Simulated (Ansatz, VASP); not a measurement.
# In26Si8O55 (amorphous 62In2O3-38SiO2 (mol %)) in two plane-wave programs, part 2 of 2

Aim: how closely do two programs agree when they are given the same cell, functional and k mesh? Of the first pair: The structure shown is the start of the Ansatz relaxation below; VASP solves that cell, so the two are compared at the walk's first step.

VASP 6.6.1 and Ansatz 0.2.0.

So far: Set-up; Ansatz: relaxation, r2SCAN.

## Step 3: VASP: single point, r2SCAN, start cell, pair 1

Level of this step: r2SCAN; plane waves and PAW (In_d, Si, O) (VASP).

The same cell, functional, mesh and smearing now go to VASP, with its own data sets.

Lines of VASP's logs that name or quote its potential files are left out, and so is its time.

Input file INCAR:

```
SYSTEM = In26Si8O55
PREC = Accurate
ENCUT = 580
EDIFF = 1E-06
NELM = 120
ISMEAR = 0
SIGMA = 0.025
LREAL = Auto
ALGO = Normal
METAGGA = R2SCAN
LASPH = .TRUE.
NBANDS = 416
LORBIT = 11
LWAVE = .FALSE.
LCHARG = .FALSE.
ISIF = 2
GGA_COMPAT = .FALSE.
EFERMI = MIDGAP
LMIXTAU = .TRUE.
NCORE = 2
```

Input file POSCAR:

```
In26Si8O55
1.0
   10.1103400000     -0.1388500000     -0.1189200000
   -0.1388500000     10.3076800000      0.0743700000
   -0.1189200000      0.0743700000     10.4199800000
In Si O
26 8 55
Direct
    0.5372507780      0.4391448994      0.2599458594
    0.3528289053      0.6830762916      0.5346035242
    0.4461818956      0.6807881309      0.9251869714
    0.8823235273      0.1297035776      0.6490204260
    0.5750995282      0.1764971886      0.7849405412
    0.1368737290      0.6568908319      0.0616435015
    0.7934464691      0.6164458282      0.4147331931
    0.2705325557      0.3509661248      0.0365327362
    0.6603774864      0.7878913545      0.2240346537
    0.3344352029      0.9075286241      0.7142890995
    0.0984206045      0.6336694270      0.3563805480
    0.4637460321      0.0593559242      0.3101958332
    0.2242956406      0.5229083140      0.7727831096
    0.0556563789      0.3924214911      0.5442077883
    0.6739857099      0.2434988627      0.0615108062
    0.9325247770      0.3240544340      0.8757786405
    0.6719010083      0.9024119382      0.8917569988
    0.6339333532      0.8978877986      0.5618063987
    0.7411521485      0.3717318618      0.5582344798
    0.7409255506      0.5665177415      0.0281554228
    0.1400993993      0.0790633658      0.4732140252
    0.0271685186      0.9498020823      0.8796076479
    0.9811901321      0.3785234774      0.2102914151
    0.3863435611      0.0255233250      0.9890753923
    0.7741503834      0.1177525172      0.3218436800
    0.2447307251      0.2011982418      0.7717327926
    0.6932974272      0.6300434642      0.7432826740
    0.9286544873      0.8915304682      0.1254928004
    0.0061837852      0.8517776595      0.5621497039
    0.9714798029      0.6777067804      0.7920578854
    0.3814301963      0.7491081146      0.2285175699
    0.4468280320      0.4107870906      0.5940593508
    0.2955716947      0.3028860380      0.3588513367
    0.1351239351      0.0927241180      0.1679631867
    0.7276286915      0.2825995009      0.8765096170
    0.8458610646      0.2335032359      0.1784479588
    0.8136711574      0.9390305385      0.2144942767
    0.6252961753      0.7450235946      0.0236327533
    0.0407761135      0.0010770135      0.0774539872
    0.6741956897      0.4510821027      0.3953489714
    0.0148726625      0.7730609275      0.1734625322
    0.3183916409      0.1521170992      0.3971264998
    0.6251455499      0.0385483182      0.4270234175
    0.4909056929      0.5570934822      0.5892283347
    0.5855954961      0.1969243165      0.2323127065
    0.9578930020      0.8095307437      0.7048485539
    0.1191869055      0.2403402646      0.1223418472
    0.9049269086      0.3412353500      0.6764059274
    0.8614595542      0.8785542363      0.9810102027
    0.1898829670      0.5546629036      0.5227582589
    0.9327996245      0.9818162633      0.5280538788
    0.3521789112      0.3476966438      0.2225937974
    0.7555537074      0.5675958904      0.6213772330
    0.9569248614      0.1226992738      0.8299605527
    0.4001756075      0.3796522354      0.4481730432
    0.2931240900      0.5405106150      0.9639615952
    0.1599939158      0.8982472156      0.5724122149
    0.6837255945      0.7740236581      0.4215022014
    0.2871690389      0.0526916527      0.1552336438
    0.9488495872      0.4844177840      0.3929576681
    0.9742912940      0.7398663718      0.4648990553
    0.8417709485      0.2213995066      0.4755227860
    0.3771497702      0.2225579595      0.9360093796
    0.9154951469      0.4556116848      0.0244325653
    0.7800136894      0.6328509614      0.2121783441
    0.5935596032      0.5646393867      0.8416516996
    0.5654339776      0.3188724711      0.6370191558
    0.4037612124      0.1006458572      0.7037374593
    0.7011100130      0.0328118556      0.7131238049
    0.6610329502      0.7798442762      0.7247435235
    0.4565774632      0.8786823066      0.8783076924
    0.3191878791      0.6988474985      0.7438866998
    0.4323948193      0.8639787231      0.5515909142
    0.4829034195      0.6349347822      0.2426594653
    0.0676277430      0.7391253090      0.8998648310
    0.0336235036      0.5596885678      0.7284922301
    0.1432301966      0.3190574842      0.3784464682
    0.3269706144      0.3798116467      0.6874136758
    0.8270914896      0.6409618430      0.8432443621
    0.1402794708      0.3466677134      0.8664508336
    0.4765259197      0.8788763009      0.2338302407
    0.2784165168      0.7397553152      0.3428407434
    0.2174020113      0.0014155128      0.8510907099
    0.6030493737      0.4280037891      0.0807759698
    0.5937535771      0.0701202827      0.9730435500
    0.1107100729      0.2010631986      0.6155302190
    0.1305000021      0.5206035730      0.1977260775
    0.3127870099      0.7589486275      0.0891607874
    0.0692943413      0.0570524403      0.2990886252
```

Input file KPOINTS:

```
Automatic mesh
0
Gamma
1 1 1
0 0 0
```

Potentials, in the order of the species: In_d, Si and O (PBE family, release 64).

Command:

```
> mpirun -np 8 vasp_gam
```

Numbers of over 12 decimals in the logs are rounded to 6 here.

The program printed:

```text
[banner, memory and clock lines left out]
running    8 mpi-ranks, on    1 nodes
[...]
|                                                                             |
|               ----> ADVICE to this user running VASP <----                  |
|                                                                             |
|     You enforced a specific xc type in the INCAR file but a different       |
|     [... a line on the potential file left out ...]
|     I HOPE YOU KNOW WHAT YOU ARE DOING!                                     |
|                                                                             |

 LDA part: xc-table for (None), standard interpolation
 POSCAR, INCAR and KPOINTS ok, starting setup
[...]
entering main loop
       N       E                     dE             d eps       ncg     rms          rms(c)
DAV:   1     0.177379862720E+05    0.17738E+05   -0.32496E+05   832   0.286E+03
DAV:   2     0.404481698251E+04   -0.13693E+05   -0.13073E+05   832   0.904E+02
DAV:   3    -0.513223942910E+03   -0.45580E+04   -0.42805E+04   832   0.399E+02
DAV:   4    -0.138873466188E+04   -0.87551E+03   -0.84975E+03  1128   0.177E+02
[...]
DAV:  24    -0.116146435581E+04   -0.29774E-05   -0.14224E-06   536   0.633E-03    0.178E-03
DAV:  25    -0.116146435705E+04   -0.12490E-05   -0.15041E-06   520   0.456E-03    0.290E-03
DAV:  26    -0.116146435688E+04    0.16998E-06   -0.52784E-07   464   0.352E-03
   1 F= -.11614644E+04 E0= -.11614644E+04  d E =0.000000E+00
```

OUTCAR, selected parts (step 3):

```text
  FREE ENERGIE OF THE ION-ELECTRON SYSTEM (eV)
  ---------------------------------------------------
  free  energy   TOTEN  =     -1161.4643568847 eV

  energy  without entropy=    -1161.4643568847  energy(sigma->0) =    -1161.46435688
```

The run ends at a pressure of 13.26 GPa, with forces up to 1.3 eV/Å.

## Step 4: Comparison

Known differences besides the potentials themselves: VASP keeps PBE cores, Ansatz makes them for the functional; the cutoff is 500 eV in Ansatz and 580 eV in VASP (PREC = Accurate, projectors in real space). Total energies have different zeros and are not compared.

Forces on 9 of the 89 atoms, those with the largest forces and the largest differences (eV/Å; atoms numbered as in POSCAR):

```csv
atom,"Ansatz x, y, z","VASP x, y, z"
In11,"-0.092, 0.233, -0.277","-0.115, 0.282, -0.328"
O41,"0.416, -0.631, 0.571","0.436, -0.655, 0.619"
O44,"0.791, 0.908, 0.115","0.862, 0.929, 0.135"
O51,"-0.633, 0.584, -0.522","-0.664, 0.580, -0.542"
O65,"0.452, -0.318, -0.028","0.532, -0.350, -0.041"
O66,"-0.682, -0.766, 0.474","-0.702, -0.813, 0.484"
O76,"0.009, -0.874, -0.712","-0.023, -0.900, -0.753"
O77,"-0.969, 0.029, -0.085","-0.997, 0.021, -0.116"
O89,"-0.790, -0.372, 0.485","-0.832, -0.401, 0.474"
```

The forces differ by 25 meV/Å r.m.s., which is 7.6 % of the r.m.s. force of 0.331 eV/Å (both taken over all components).

## Step 5: Ansatz: relaxation, r2SCAN

This run makes the geometry at which the two programs are then compared.

The structure compared here is the end of the Ansatz relaxation.

This is the run of step 2 again, met here at its other cell.

## Step 6: VASP: single point, r2SCAN, relaxed atoms in a fixed cell, pair 2

The same cell, functional, mesh and smearing now go to VASP, with its own data sets.

Edit INCAR of step 3 so:

```diff
@@ -2,3 +2,3 @@
 PREC = Accurate
-ENCUT = 580
+ENCUT = 660
 EDIFF = 1E-06
```

Input file POSCAR:

```
In26Si8O55
1.0
   10.1103400000     -0.1388500000     -0.1189200000
   -0.1388500000     10.3076800000      0.0743700000
   -0.1189200000      0.0743700000     10.4199800000
In Si O
26 8 55
Direct
    0.5342300000      0.4384100000      0.2561800000
    0.3700400000      0.6915600000      0.5221900000
    0.4429800000      0.6803600000      0.9202800000
    0.8858800000      0.1312100000      0.6588200000
    0.5718000000      0.1807000000      0.8007500000
    0.1237000000      0.6368200000      0.0521800000
    0.7931100000      0.6206900000      0.4094600000
    0.2743100000      0.3509600000      0.0368200000
    0.6514800000      0.7833600000      0.2167900000
    0.3390100000      0.9139700000      0.7098500000
    0.1049600000      0.6372000000      0.3553000000
    0.4784200000      0.0598400000      0.3293400000
    0.2208500000      0.5319900000      0.7618800000
    0.0475200000      0.3919100000      0.5517000000
    0.6673900000      0.2369800000      0.0782200000
    0.9347700000      0.3141800000      0.8929100000
    0.6752100000      0.8985600000      0.8887000000
    0.6439500000      0.9061100000      0.5620800000
    0.7464400000      0.3649600000      0.5483300000
    0.7381300000      0.5608800000      0.0162000000
    0.1497100000      0.0892500000      0.4753800000
    0.0325600000      0.9344200000      0.8781800000
    0.9800400000      0.3806700000      0.2180200000
    0.3890600000      0.0118800000      0.0092900000
    0.8288000000      0.0952200000      0.3357100000
    0.2474900000      0.2001600000      0.7795800000
    0.6656300000      0.6168300000      0.7207000000
    0.9286200000      0.8747700000      0.1247600000
    0.9962200000      0.8559400000      0.5574600000
    0.9552100000      0.6664100000      0.7760000000
    0.3706300000      0.7612400000      0.2195400000
    0.4576500000      0.4154100000      0.6017700000
    0.3000500000      0.3098900000      0.3664200000
    0.1255000000      0.0934700000      0.1684600000
    0.7281300000      0.2836900000      0.8938400000
    0.8459400000      0.2299700000      0.1854600000
    0.8147200000      0.9270500000      0.2152500000
    0.6212500000      0.7404100000      0.0182300000
    0.0374500000      0.9913400000      0.0802900000
    0.6760500000      0.4516800000      0.3893400000
    0.0200400000      0.7593800000      0.1764700000
    0.3301900000      0.1589600000      0.4112000000
    0.6536700000      0.0554400000      0.4311000000
    0.5141100000      0.5655700000      0.6007700000
    0.5596700000      0.2178100000      0.2400900000
    0.9420600000      0.8088400000      0.6991800000
    0.1089300000      0.2405500000      0.1142300000
    0.8951000000      0.3371700000      0.6917200000
    0.8639300000      0.8565800000      0.9789600000
    0.2063300000      0.5589400000      0.5201400000
    0.9088900000      0.9808300000      0.5222800000
    0.3428600000      0.3559600000      0.2253400000
    0.7643400000      0.5661600000      0.6112200000
    0.9567000000      0.1120200000      0.8434000000
    0.4064400000      0.3951500000      0.4524700000
    0.2908300000      0.5414500000      0.9579000000
    0.1496600000      0.9083800000      0.5756700000
    0.6672700000      0.7727000000      0.4179600000
    0.2790800000      0.0555900000      0.1684000000
    0.9522800000      0.4885300000      0.3944800000
    0.9708300000      0.7455100000      0.4549700000
    0.8777200000      0.2325700000      0.4747500000
    0.3869200000      0.2163000000      0.9420600000
    0.9305700000      0.4673200000      0.0279100000
    0.7796400000      0.6310200000      0.2047300000
    0.5804600000      0.5515100000      0.8364400000
    0.5745400000      0.3176500000      0.6411800000
    0.4063700000      0.1079000000      0.6964600000
    0.7019800000      0.0343100000      0.7213700000
    0.6458200000      0.7737300000      0.7168600000
    0.4590300000      0.8812300000      0.8753000000
    0.3242000000      0.7061200000      0.7310100000
    0.4349000000      0.8841500000      0.5340000000
    0.4702900000      0.6418400000      0.2423300000
    0.0653200000      0.7206000000      0.8825000000
    0.0277200000      0.5568700000      0.7002200000
    0.1439900000      0.3136200000      0.3889200000
    0.3364200000      0.3848800000      0.6955100000
    0.8127400000      0.6279700000      0.8327300000
    0.1406400000      0.3503700000      0.8658700000
    0.4726600000      0.8926700000      0.2156300000
    0.2733200000      0.7634800000      0.3411400000
    0.2222100000      0.9988900000      0.8575600000
    0.5935200000      0.4293900000      0.0729300000
    0.5989900000      0.0606700000      0.9882500000
    0.1080000000      0.1994400000      0.6271800000
    0.1422000000      0.5140200000      0.2029700000
    0.2986900000      0.7669200000      0.0790100000
    0.0533400000      0.0649500000      0.3048300000
```

KPOINTS is that of step 3.

Command:

```
> mpirun -np 8 vasp_gam
```

The program printed:

```text
[banner, memory and clock lines left out]
running    8 mpi-ranks, on    1 nodes
[...]
[... a notice as in an earlier step ...]

 LDA part: xc-table for (None), standard interpolation
 POSCAR, INCAR and KPOINTS ok, starting setup
[...]
entering main loop
       N       E                     dE             d eps       ncg     rms          rms(c)
DAV:   1     0.189743311597E+05    0.18974E+05   -0.34765E+05   832   0.311E+03
DAV:   2     0.446737332162E+04   -0.14507E+05   -0.13840E+05   832   0.980E+02
DAV:   3    -0.407668112352E+03   -0.48750E+04   -0.45863E+04   832   0.423E+02
DAV:   4    -0.138036561161E+04   -0.97270E+03   -0.94462E+03  1120   0.188E+02
[...]
DAV:  22    -0.116343501813E+04   -0.29966E-04   -0.13255E-05   824   0.139E-02    0.411E-03
DAV:  23    -0.116343502273E+04   -0.46011E-05   -0.21422E-06   632   0.900E-03    0.814E-03
DAV:  24    -0.116343502302E+04   -0.28605E-06   -0.16357E-06   536   0.591E-03
   1 F= -.11634350E+04 E0= -.11634350E+04  d E =0.000000E+00
```

From OUTCAR (step 6):

```text
  FREE ENERGIE OF THE ION-ELECTRON SYSTEM (eV)
  ---------------------------------------------------
  free  energy   TOTEN  =     -1163.4350230162 eV

  energy  without entropy=    -1163.4350230162  energy(sigma->0) =    -1163.43502302
```

The run ends at a pressure of 5.99 GPa, with forces up to 0.083 eV/Å.

## Step 7: Side by side

What differs besides the data sets and the points named for the pairs above, as far as they apply: the cutoff is 500 eV in Ansatz and 660 eV in VASP (PREC = Accurate, projectors in real space). Total energies have different zeros and are not compared.

The two programs side by side:

```csv
quantity,Ansatz,VASP,difference
pressure (GPa),5.34,5.99,-0.65
gap on the k mesh (eV),1.650,1.626,+0.024
```

Forces on 7 of the 89 atoms, those with the largest forces and the largest differences (eV/Å; atoms numbered as in POSCAR):

```csv
atom,"Ansatz x, y, z","VASP x, y, z"
In12,"0.002, 0.002, 0.001","-0.052, -0.031, 0.031"
O48,"-0.004, 0.003, 0.005","-0.004, 0.057, 0.026"
O65,"-0.002, -0.003, 0.002","0.075, -0.030, -0.015"
O68,"0.006, -0.001, -0.004","0.026, 0.008, -0.066"
O73,"0.001, 0.002, -0.004","-0.016, 0.044, -0.064"
O84,"-0.007, 0.005, 0.004","-0.049, 0.017, -0.060"
O87,"-0.002, -0.004, 0.005","0.062, -0.046, 0.019"
```

The forces differ by 23 meV/Å r.m.s., where the r.m.s. force is 0.007 eV/Å in Ansatz and 0.024 eV/Å in VASP: the atoms lie near their places of rest in Ansatz, so a percentage would say little (all taken over all components). A gap on the mesh is an upper bound, since the band edges may lie between its points.

## Step 8: What came out

| Property | Result |
| --- | --- |
| r.m.s. force difference (single point, r2SCAN, start cell, pair 1) | 7.6 % of the r.m.s. force |
| r.m.s. force difference (single point, r2SCAN, relaxed atoms in a fixed cell, pair 2) | 23 meV/Å |
| difference in pressure (single point, r2SCAN, relaxed atoms in a fixed cell, pair 2) | -0.65 GPa |

The r.m.s. force difference is 7.6 % of the r.m.s. force (single point, r2SCAN, start cell, pair 1), beyond the 3 % picked in this series as the mark of a large difference. What causes the difference of the single point, r2SCAN, start cell, pair 1 pair stays open here. What causes the difference of the single point, r2SCAN, relaxed atoms in a fixed cell, pair 2 pair stays open here. How closely two codes agree says nothing of how well the functional describes the real material.

[Lines on the potential files, build, host, timing and source positions are cut from VASP's logs without a mark.]

[Logs are printed without paths, hosts, clocks, repeated set-up lines and the standing remarks that a program may print on its own settings, such as how far it seeks lower states.]

[Hosts, paths, dates, database ids (printed as entryN), source tags and the programs' standing remarks are cut or masked in the printed files.]
